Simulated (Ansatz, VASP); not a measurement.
# Cross-check of Si2Ni between VASP and Ansatz, part 2 of 2

Wanted: the spread between two codes on one cell, functional and k mesh.

VASP 6.6.1 and Ansatz 0.2.0.

So far: The starting structure; VASP: relaxation of cell and atoms, PBEsol.

## (3) Ansatz: relaxation of cell and atoms, PBEsol

Level of this step: Ansatz beside VASP: Kohn-Sham DFT, plane waves, PBEsol (Ansatz).

Ansatz runs on its default PAW (the set named soft_2) files.

The same cell, functional, mesh and smearing now go to Ansatz, which takes its cutoff from its data sets.

input.yaml

```yaml
crystal:
  lattice:
    - [0.0, 2.703, 2.703]
    - [2.703, 0.0, 2.703]
    - [2.703, 2.703, 0.0]
  atoms:
    - { symbol: Si, position: [0.25, 0.25, 0.25] }
    - { symbol: Si, position: [0.75, 0.75, 0.75] }
    - { symbol: Ni, position: [0.0, 0.0, 0.0] }
hamiltonian:
  xc: pbesol
  pseudopotentials: { kind: paw }
magnetization:
  spin_polarized: true
kpoints:
  mp_grid: { grid: [7, 7, 7] }
scf:
  occupations: { method: fermi_dirac, width: 0.05 }
relax:
  f_tol: 0.01
  max_steps: 60
  cell: { stress_tol: 0.05 }
output:
  forces: true
  stress: true
```

Launch:

```
$ ansatz run input.yaml --threads 4 --pin off --max-ram 9216MiB --backend cpu --events-out ev --progress --plain --runs-dir out
```

Numbers of over 12 decimals in the logs are rounded to 6 here.

Output:

```text
band count auto-derived: 18 (N_el = 26.0; filled up to band 13; 17 by the electrons, moments and atoms)
Engine: ansatz 0.2.0, aarch64-unknown-linux-gnu
Pseudopotentials: kind: paw
Pseudopotential: Si, paw, valence charge 4, recommended cutoff 420 eV (normal), Si.paw.azcp
Pseudopotential: Ni, paw, valence charge 18, recommended cutoff 420 eV (normal), Ni.paw.azcp
Functional definition: PBEsol
  exchange = pbesol_x
  correlation = pbesol_c
Crystal: 3 atoms, lattice volume = 39.497 Å³
Basis set: ecut = 420 eV, 749 PW (Γ), exchange–correlation on 54×54×54 points (8 copies of the dense FFT grid, shifted against one another)
Bands: 18, of which v1, the nominal top of the filled ones, is band 13 counted from 1 (12 counted from 0)
Symmetry: 48 space group operations
Space group: Fm-3m (ITA 225), of the structure as read, at distance tolerance 3.4e-5 Å
k-points: 20 of 343
Non-local potential: Si, projectors of the file, l = 0: 2, l = 1: 2, l = 2: 2
Non-local potential: Ni, projectors of the file, l = 0: 3, l = 1: 2, l = 2: 3, l = 3: 1
PAW form: soft (Blöchl's): semilocal exchange-correlation on the pseudo side does not see the compensation charge
PAW frozen core: Si, regenerated for the run's functional, and the local potential with it (the file was generated under x = pbe(κ = 0.804, μ = 0.219515), c = pbe(β = 0.066725))
PAW frozen core: Ni, regenerated for the run's functional, and the local potential with it (the file was generated under x = pbe(κ = 0.804, μ = 0.219515), c = pbe(β = 0.066725))
PAW one-centre angular grid: Si, 110 points (default); XC on 64 Gauss nodes
PAW one-centre angular grid: Ni, 590 points (default); XC on 64 Gauss nodes
Initial density: superposition of atomic densities (chi_scale 0.1, normalization cell, long waves kept (reshape's long-wave potential 0.00 eV rms))
Initial wavefunctions: pseudopotential atomic-orbital guess
Functional: x = pbesol(κ = 0.804, μ = 0.123457), c = pbesol(β = 0.046)
SCF iter   1: F=—  HF=-7050.173188 eV  |F-HF|=—  |Δ(HF+E_count)|=         —  Δρ=4.38e-2 (↑4.38e-2 ↓4.38e-2)  dr2=3.88e0  dr2_m=0.00e0  M=0.000 μB ∫|m|=0.000 μB  β_m=0.30  ethr=3.10e-3  ⟨swp⟩=5.7  Hψ=1783  notcnv=0
preconditioner: auto → Kerker (q_TF=auto, 2.545 Å⁻¹)  [metal: Δε(μ)=0.080 eV  Ē_g=9.533 eV  σ=0.050 eV  W_gap=0.36  n_scr=14 (ndim 8)  ℏωp=25.1 eV  f_vac=0.000  D(μ)=0.96/eV (n_scr^D=8)]
spin=Collinear: Kerker preconditioning applied to the charge; magnetization (m = ρ↑ − ρ↓) channel mixes plain (no charge-response kernel on spin).
SCF iter   2: F=—  HF=-7048.695594 eV  |F-HF|=—  |Δ(HF+E_count)|=    1.48e0  Δρ=5.53e-2 (↑3.30e-2 ↓5.53e-2)  dr2=7.03e-1  dr2_m=5.51e-1  M=1.270 μB ∫|m|=1.270 μB  ethr=3.10e-3  ⟨swp⟩=2.2  Hψ=734  notcnv=0  defer=6
Mixer restart at iter 2: flushing history
SCF iter   3: F=—  HF=-7049.630251 eV  |F-HF|=—  |Δ(HF+E_count)|=         —  Δρ=4.96e-2 (↑4.96e-2 ↓2.93e-2)  dr2=9.06e-1  dr2_m=3.49e-1  M=0.115 μB ∫|m|=0.141 μB  β_m=0.30  ethr=2.70e-3  ⟨swp⟩=3.0  Hψ=1643  notcnv=0  defer=3
preconditioner: auto → none  [insulator: Δε(μ)=0.133 eV  Ē_g=9.145 eV  σ=0.050 eV  W_gap=0.58  n_scr=14 (ndim 8)  ℏωp=25.1 eV  f_vac=0.000  D(μ)=0.26/eV (n_scr^D=0)  ε∞_Penn≈8.5]
SCF iter   4: F=—  HF=-7049.401172 eV  |F-HF|=—  |Δ(HF+E_count)|=   2.29e-1  Δρ=2.64e-2 (↑2.51e-2 ↓2.64e-2)  dr2=3.63e-1  dr2_m=1.83e-1  M=0.103 μB ∫|m|=0.128 μB  β_m=0.51  ethr=2.70e-3  ⟨swp⟩=2.9  Hψ=1345  notcnv=0  defer=9
SCF iter   5: F=—  HF=-7049.813285 eV  |F-HF|=—  |Δ(HF+E_count)|=   4.12e-1  Δρ=7.32e-2 (↑7.32e-2 ↓5.89e-2)  dr2=4.95e0  dr2_m=2.34e-2  M=0.071 μB ∫|m|=0.085 μB  β_m=0.32  ethr=1.40e-3  ⟨swp⟩=3.5  Hψ=1528  notcnv=0  defer=10  recentre
SCF iter   6: F=—  HF=-7049.332134 eV  |F-HF|=—  |Δ(HF+E_count)|=   4.81e-1  Δρ=9.86e-3 (↑4.20e-3 ↓9.86e-3)  dr2=8.33e-3  dr2_m=1.56e-2  M=0.056 μB ∫|m|=0.075 μB  β_m=0.54  ethr=1.40e-3  ⟨swp⟩=2.5  Hψ=1717  notcnv=0  defer=2
SCF iter   7: F=—  HF=-7049.332916 eV  |F-HF|=—  |Δ(HF+E_count)|=   7.82e-4  Δρ=3.01e-3 (↑3.01e-3 ↓7.71e-4)  dr2=3.72e-3  dr2_m=7.91e-4  M=0.011 μB ∫|m|=0.024 μB  β_m=0.77  ethr=3.20e-5  ⟨swp⟩=2.0  Hψ=1617  notcnv=0  defer=7
Mixer restart at iter 7: flushing history
SCF iter   8: F=—  HF=-7049.332738 eV  |F-HF|=—  |Δ(HF+E_count)|=         —  Δρ=8.63e-4 (↑8.63e-4 ↓8.63e-4)  dr2=7.53e-4  dr2_m=0.00e0  M=0.000 μB ∫|m|=0.000 μB  β_m=0.77  ethr=1.43e-5  ⟨swp⟩=4.5  Hψ=1184  notcnv=0  defer=3
SCF iter   9: F=—  HF=-7049.335314 eV  |F-HF|=—  |Δ(HF+E_count)|=   2.58e-3  Δρ=4.52e-3 (↑4.52e-3 ↓4.52e-3)  dr2=2.28e-2  dr2_m=0.00e0  M=0.000 μB ∫|m|=0.000 μB  β_m=0.39  ethr=2.90e-6  ⟨swp⟩=2.0  Hψ=870  notcnv=0  defer=5  recentre
SCF iter  10: F=—  HF=-7049.332656 eV  |F-HF|=—  |Δ(HF+E_count)|=   2.66e-3  Δρ=2.05e-4 (↑2.05e-4 ↓2.05e-4)  dr2=4.19e-5  dr2_m=0.00e0  M=0.000 μB ∫|m|=0.000 μB  β_m=0.55  ethr=2.90e-6  ⟨swp⟩=2.1  Hψ=710  notcnv=0  defer=5
SCF iter  11: F=—  HF=-7049.332651 eV  |F-HF|=—  |Δ(HF+E_count)|=   4.41e-6  Δρ=1.54e-5 (↑1.54e-5 ↓1.54e-5)  dr2=3.40e-7  dr2_m=0.00e0  M=0.000 μB ∫|m|=0.000 μB  β_m=0.72  ethr=1.61e-7  ⟨swp⟩=2.2  Hψ=458  notcnv=0  defer=5
iter 12 did not close the SCF: its close was put off for the readings that it lacked (scf_convergence_deferred on its scf_iter line)
SCF iter  12: F=-7049.332651 eV  HF=-7049.332651 eV  |F-HF|=6.55e-8  |Δ(HF+E_count)|=   8.57e-9  Δρ=7.63e-6 (↑7.63e-6 ↓7.63e-6)  dr2=4.61e-8  dr2_m=0.00e0  M=0.000 μB ∫|m|=0.000 μB  β_m=0.64  ethr=3.85e-10  ⟨swp⟩=3.0  Hψ=800  notcnv=0
SCF iter  13: F=-7049.332651 eV  HF=-7049.332651 eV  |F-HF|=8.00e-10  |Δ(HF+E_count)|=   1.05e-8  Δρ=1.04e-6 (↑1.04e-6 ↓1.04e-6)  dr2=1.25e-9  dr2_m=0.00e0  M=0.000 μB ∫|m|=0.000 μB  ethr=1.77e-10  ⟨swp⟩=1.2  Hψ=985  notcnv=0
SCF 1 converged in 13 iterations: F = -7049.332651 eV  dr2 = 1.25e-9
  greatest PAW one-centre occupation: 1.000 electrons in one spin orbital (limit 2), on the Ni atom at site 2 (counted from 0), in its partial waves of l = 1
the input gives no starting moments: this run first made a single point of its starting geometry. This run's own SCFs start from that state's density, with no starting moments from it.
Initial density: read from a saved state, or passed on in memory by an earlier SCF of this step, an earlier step, the calling program or the single point that the run made first
Stability of the state it starts from, as read at its close in the collinear treatment: not read negative (Ritz values of 1 − χ₀K, real part plus size of imaginary part, from 0.97 to 8.2, by its mixing steps under the symmetry group of the SCF that read it); nothing settles its magnetic order
iter 1 solved again at ethr=3.76e-7 eV; its pass at ethr=3.10e-3 eV (dr2=9.78e-5 eV) is discarded
SCF iter   1: F=—  HF=-7049.332651 eV  |F-HF|=—  |Δ(HF+E_count)|=         —  Δρ=8.14e-7 (↑8.14e-7 ↓8.14e-7)  dr2=9.20e-10  dr2_m=0.00e0  M=0.000 μB ∫|m|=0.000 μB  β_m=0.30  ethr=3.76e-7  ⟨swp⟩=3.0  Hψ=2697  notcnv=0
eigensolver tolerance schedule: the retry pair's looser diagonalisation over-reported the residual by 106228.84 of it (diagonalisation noise at an unbounded share of the residual, at the tolerance the schedule requests for it); recorded, not acted on — ethr = c·dr2/N_el stays at c = 1.0e-1
preconditioner: auto → Kerker (q_TF=auto, 2.545 Å⁻¹)  [metal: Δε(μ)=0.069 eV  Ē_g=8.924 eV  σ=0.050 eV  W_gap=0.33  n_scr=14 (ndim 8)  ℏωp=25.1 eV  f_vac=0.000  D(μ)=0.96/eV (n_scr^D=8)]
spin=Collinear: Kerker preconditioning applied to the charge; magnetization (m = ρ↑ − ρ↓) channel mixes plain (no charge-response kernel on spin).
SCF iter   2: F=-7049.332651 eV  HF=-7049.332651 eV  |F-HF|=1.18e-11  |Δ(HF+E_count)|=   1.05e-8  Δρ=3.35e-7 (↑3.35e-7 ↓3.35e-7)  dr2=1.25e-10  dr2_m=0.00e0  M=0.000 μB ∫|m|=0.000 μB  ethr=3.54e-12  ⟨swp⟩=4.3  Hψ=1168  notcnv=0
SCF 2 converged in 2 iterations: F = -7049.332651 eV  dr2 = 1.25e-10
relax step   1: F+E_penalty+E_count = -7049.33265128 eV  Δ(F+E_penalty+E_count) = +0.000e0 eV  max|allowed force component| = 4.318e-17 eV/Å  Δτ_max = 0.0000 Å  P = -1.630 GPa  Ω = 39.497 Å³  (2 SCF iters, dr2 threshold 1.00e-7 eV, accepted)
[...]
relax step   2: F+E_penalty+E_count = -7049.33436750 eV  Δ(F+E_penalty+E_count) = -1.716e-3 eV  max|allowed force component| = 1.326e-16 eV/Å  Δτ_max = 0.0000 Å  P = -0.699 GPa  Ω = 39.272 Å³  energy of the carried Pulay correction = +7.192e-5 eV  (6 SCF iters, dr2 threshold 3.00e-7 eV, accepted)
[...]
relax step   3: F+E_penalty+E_count = -7049.33478141 eV  Δ(F+E_penalty+E_count) = -4.139e-4 eV  max|allowed force component| = 6.785e-17 eV/Å  Δτ_max = 0.0000 Å  P = +0.012 GPa  Ω = 39.104 Å³  energy of the carried Pulay correction = +1.256e-4 eV  (6 SCF iters, dr2 threshold 3.00e-7 eV, accepted)
[...]
relax step   4: F+E_penalty+E_count = -7049.33466319 eV  Δ(F+E_penalty+E_count) = +1.182e-4 eV  max|allowed force component| = 1.172e-16 eV/Å  Δτ_max = 0.0000 Å  P = +0.010 GPa  Ω = 39.104 Å³  stress off target by 1.02e-2 GPa  SCF on the basis re-selected at this cell (its energy is not comparable with the rows above)  (6 SCF iters)
basis re-selected at this cell: Δ(F+E_penalty+E_count) = +1.182e-4 eV, ΔP = -0.002 GPa vs the last step (what re-selecting the basis moved, of the pressure what is left beyond the Pulay correction that the steps carried, after the strain that the cell walked since its last selection, with what the two solves' SCF thresholds leave and, on support functions, any second-order correction that the steps lacked; it is no m [...]
SCF converged after 6 iterations
Magnetization: 0.0000 μB (13.0000 up, 13.0000 down)
Absolute magnetization: 0.0000 μB (∫|ρ↑−ρ↓|)
Spin contamination: 0.0000 ħ² per cell (⟨S²⟩ above its minimum at these occupations)
Per-site moments (μB) at R_I (Å): [(0.0, 0.962389), (0.0, 0.962389), (0.0, 0.962389)]
Free energy (F): -7049.334663 eV
Harris-Foulkes:  -7049.334663 eV  (|F-HF|=1.09e-11)
Internal energy: -7049.327744 eV  (E = F + TS)
E sigma→0 (E₀):  -7049.331203 eV
Entropy (-TS):   -0.006919 eV (-2.306 meV/atom)
Fermi energy:    13.328945 eV
--- Per-component energies (eV) ---
  E_band       = -342.203614
  E_kinetic    = 371.656926
  E_local      = -4892.773049  (includes V_loc(G=0)·N_el)
  E_nonlocal   = 680.556610
  E_hartree    = 2114.642956
  E_xc         = -198.573006
  E_vxc        = -209.334898  (∫ρ·V_xc dr)
  E_paw        = -2588.797576  (= ΣΔE_a)
  E_vpaw       = -521.595098  (= ΣTr[D̂ρ^β])
  E_aug_tail   = 0.000441  (compensation charges beyond the density's cutoff)
  E_ewald      = -2536.301456
  E_core_change = 0.260410  (= ΣΔE_core)
  E_smearing   = -0.006919  (= −TS)
  E_closure    = 0.000000  (closes the sum)
  Σ components = -7049.334663   (vs F -7049.334663, Δ=0.00e0)
--- Forces (eV/Å), atoms counted from 1 ---
  atom   1  Si    -0.00000000     0.00000000     0.00000000
  atom   2  Si     0.00000000     0.00000000    -0.00000000
  atom   3  Ni     0.00000000    -0.00000000    -0.00000000
  max |Σ_I F_I| component: 9.25e-17 eV/Å
--- Stress (GPa, compression-positive) ---
        0.010199      -0.000000      -0.000000
       -0.000000       0.010199      -0.000000
       -0.000000      -0.000000       0.010199
  P = ⅓ Tr σ = 0.0102 GPa (0.102 kbar)
--- Relaxed structure (3 steps of the walk, 3 accepted, 1 SCFs on fresh bases) ---
  F+E_penalty+E_count = -7049.33466319 eV   max|allowed force component| = 1.172e-16 eV/Å   (the final SCF, on the basis selected at the relaxed cell)
  cell:  # Å, volume = 39.1038 Å³
    - [0, 2.693992, 2.693992]
    - [2.693992, 0, 2.693992]
    - [2.693992, 2.693992, 0]
  atoms:
    - { symbol: Si, position: [0.25, 0.25, 0.25] }
    - { symbol: Si, position: [0.750000, 0.750000, 0.750000] }
    - { symbol: Ni, position: [0, 0, 0] }
```

Run time: 3.7 s. Hardware: 4 threads of Arm Neoverse N1, shared host; peak memory 0.31 GiB; 10 s of CPU time.

## (4) Differences

Known differences besides the potentials themselves: both relaxations stop at a tolerance, which leaves soft axes loose, and VASP keeps its plane-wave basis; the data sets hold 26 valence electrons in Ansatz (default PAW (the set named soft_2) files) and 18 in VASP; the cutoff is 420 eV in Ansatz and 520 eV in VASP; Ansatz makes its cores anew for this functional, VASP keeps those of its PBE data sets; Ansatz adds a Pulay correction to the stress that steers its cell, VASP none. Total energies have different zeros and are not compared.

Both answers:

```
                                         quantity  Ansatz   VASP  difference
                                      volume (Å³)   39.10  39.11     -0.02 %
edge a after relaxation, in the typed setting (Å)   3.810  3.810     -0.01 %
```

The walks stopped with 0.01 GPa left in Ansatz and 0.06 GPa in VASP; each walk ends within a tolerance, so the volume difference is uncertain by about these residues over the bulk modulus, most in soft cells.

## (5) Ansatz: relaxation of cell and atoms, PBE

The relaxed volume is the usual yardstick between codes: its relative difference is about their pressure difference at one cell divided by the bulk modulus.

Edit input.yaml of step 3 so:

```diff
@@ -10,3 +10,3 @@
 hamiltonian:
-  xc: pbesol
+  xc: pbe
   pseudopotentials: { kind: paw }
```

Output:

```text
[...]
Crystal: 3 atoms, lattice volume = 39.497 Å³
Basis set: ecut = 420 eV, 749 PW (Γ), exchange–correlation on 54×54×54 points (8 copies of the dense FFT grid, shifted against one another)
Bands: 18, of which v1, the nominal top of the filled ones, is band 13 counted from 1 (12 counted from 0)
Symmetry: 48 space group operations
[...]
P = ⅓ Tr σ = 0.0010 GPa (0.010 kbar)
--- Relaxed structure (4 steps of the walk, 4 accepted, 2 SCFs on fresh bases) ---
[...]
cell:  # Å, volume = 40.2670 Å³
    - [0, 2.720444, 2.720444]
    - [2.720444, 0, 2.720444]
    - [2.720444, 2.720444, 0]
  atoms:
    - { symbol: Si, position: [0.250000, 0.250000, 0.250000] }
    - { symbol: Si, position: [0.750000, 0.750000, 0.750000] }
    - { symbol: Ni, position: [0, 0, 0] }
[key lines of the parts left out:]
SCF converged after 6 iterations
Magnetization: 0.0000 μB (13.0000 up, 13.0000 down)
Free energy (F): -7112.420409 eV
Fermi energy:    12.875753 eV
```

It took 5 s on 4 threads; peak memory 0.32 GiB.

## (6) VASP: relaxation of cell and atoms, PBE

The same cell, functional, mesh and smearing now go to VASP, with its own data sets and cutoff.

INCAR

```
SYSTEM = Si2Ni
PREC = Accurate
ENCUT = 520
EDIFF = 1E-06
NELM = 100
ISMEAR = -1
SIGMA = 0.05
LREAL = .FALSE.
ALGO = Normal
GGA = PE
NBANDS = 16
ISPIN = 2
MAGMOM = -0 -0 0
LASPH = .TRUE.
LMAXMIX = 4
LORBIT = 11
LWAVE = .FALSE.
LCHARG = .FALSE.
KPAR = 8
IBRION = 2
NSW = 60
ISIF = 3
EDIFFG = -0.01
```

POSCAR

```
Si2Ni
1.0
    0.0000000000      2.7030000000      2.7030000000
    2.7030000000      0.0000000000      2.7030000000
    2.7030000000      2.7030000000      0.0000000000
Si Ni
2 1
Direct
    0.2500000000      0.2500000000      0.2500000000
    0.7500000000      0.7500000000      0.7500000000
    0.0000000000      0.0000000000      0.0000000000
```

KPOINTS

```
Automatic mesh
0
Gamma
7 7 7
0 0 0
```

Potentials, in the order of the species: Si and Ni (PBE family, release 64).

Launch:

```
$ mpirun -np 8 vasp_std
```

Output:

```text
[banner, memory and clock lines left out]
running    8 mpi-ranks, on    1 nodes
[...]
[... a notice as in an earlier step ...]

 LDA part: xc-table for (Slater+PW92), standard interpolation
 POSCAR, INCAR and KPOINTS ok, starting setup
[...]
entering main loop
       N       E                     dE             d eps       ncg     rms          rms(c)
DAV:   1     0.638952086885E+02    0.63895E+02   -0.77015E+03  1296   0.114E+03
DAV:   2    -0.160594883284E+02   -0.79955E+02   -0.72774E+02  1432   0.212E+02
DAV:   3    -0.193465722711E+02   -0.32871E+01   -0.32314E+01  1664   0.467E+01
DAV:   4    -0.193970902202E+02   -0.50518E-01   -0.50499E-01  1496   0.566E+00
[...]
DAV:  12    -0.173784896198E+02   -0.28583E-04   -0.61973E-05  1640   0.634E-02    0.215E-02
DAV:  13    -0.173784927999E+02   -0.31801E-05   -0.57194E-06  1488   0.352E-02    0.103E-02
DAV:  14    -0.173784931777E+02   -0.37785E-06   -0.52631E-06  1408   0.356E-02
   1 F= -.17378493E+02 E0= -.17375037E+02  d E =-.173785E+02  mag=    -0.0000
[...]
DAV:   8    -0.173812598564E+02   -0.89573E-07   -0.13278E-06   888   0.119E-02
   2 F= -.17381260E+02 E0= -.17377588E+02  d E =-.276668E-02  mag=    -0.0000
 trial-energy change:   -0.002767  1 .order   -0.002454   -0.023895    0.018987
 step:   0.5680(harm=  0.5572)  dis= 0.00000  next Energy=   -17.385336 (dE=-0.684E-02)
[...]
N       E                     dE             d eps       ncg     rms          rms(c)
DAV:   1    -0.174465638000E+02   -0.65304E-01   -0.45623E-01  1312   0.132E+01    0.238E+00
DAV:   2    -0.175800228038E+02   -0.13346E+00   -0.10049E+00  1424   0.251E+01    0.386E+00
DAV:   3    -0.173864413575E+02    0.19358E+00   -0.44017E-01  1424   0.177E+01    0.329E-01
DAV:   4    -0.173858471868E+02    0.59417E-03   -0.12043E-02  1296   0.595E-01    0.208E-01
DAV:   5    -0.173853748838E+02    0.47230E-03   -0.66628E-04  1776   0.615E-01    0.431E-02
DAV:   6    -0.173853809780E+02   -0.60942E-05   -0.86491E-05  1760   0.849E-02    0.184E-02
DAV:   7    -0.173853824209E+02   -0.14429E-05   -0.51438E-06  1496   0.206E-02    0.455E-03
DAV:   8    -0.173853820160E+02    0.40483E-06   -0.12013E-07   712   0.523E-03
   3 F= -.17385382E+02 E0= -.17381844E+02  d E =-.688884E-02  mag=     0.0000
[...]
reached required accuracy - stopping structural energy minimisation
```

Parts of OUTCAR (step 6):

```text
  Total       -0.0011598     -0.0011598     -0.0011598      0.0000000      0.0000000     -0.0000000
  in kB       -0.0461493     -0.0461493     -0.0461493      0.0000000      0.0000000     -0.0000000
  external PRESSURE =      -0.0461493 kB  Pullay stress =       0.0000000 kB

 POSITION                                       TOTAL-FORCE (eV/Angst)
 -----------------------------------------------------------------------------------
      1.36019      1.36019      1.36019         0.000000      0.000000      0.000000
      4.08056      4.08056      4.08056        -0.000000     -0.000000     -0.000000
      0.00000      0.00000      0.00000        -0.000000     -0.000000      0.000000
 -----------------------------------------------------------------------------------
    total drift:                               -0.000000     -0.000000      0.000000

  FREE ENERGIE OF THE ION-ELECTRON SYSTEM (eV)
  ---------------------------------------------------
  free  energy   TOTEN  =       -17.3853820160 eV

  energy  without entropy=      -17.3783059662  energy(sigma->0) =      -17.38184399

 magnetization (x)
# of ion       s       p       d       tot
------------------------------------------
    1        0.000   0.000   0.000   0.000
    2        0.000   0.000   0.000   0.000
    3       -0.000  -0.000  -0.000  -0.000
--------------------------------------------------
tot          0.000  -0.000  -0.000  -0.000

[... 2 parts as in an earlier step ...]

[... 2 further parts left out ...]
[key lines of the parts left out:]
E-fermi :  10.0747
```

## (7) Side by side

The two programs side by side:

```
                                         quantity  Ansatz   VASP  difference
                                      volume (Å³)   40.27  40.26     +0.01 %
edge a after relaxation, in the typed setting (Å)   3.847  3.847     +0.00 %
```

The walks stopped with 0.00 GPa left in Ansatz and 0.00 GPa in VASP; each walk ends within a tolerance, so the volume difference is uncertain by about these residues over the bulk modulus, most in soft cells.

## (8) Results

```yaml
difference_in_volume_relaxation_of_cell_and_atoms_pbesol: -0.017 %
difference_in_volume_relaxation_of_cell_and_atoms_pbe: 0.0077 %
```

What this shows: The difference in volume is -0.017 % (relaxation of cell and atoms, PBEsol), within the 1.2 % picked in this series as the mark of a large difference, as far as the stopping tolerances let one tell. Such differences can come from data sets, numerical settings and the points named under the comparisons, not from the functional's error against experiment.

[Lines on the potential files, build, host, timing and source positions are cut from VASP's logs without a mark.]

[Logs are printed without paths, hosts, clocks, repeated set-up lines and the standing remarks that a program may print on its own settings, such as how far it seeks lower states.]

[Hosts, paths, dates, database ids (printed as entryN), source tags and the programs' standing remarks are cut or masked in the printed files.]
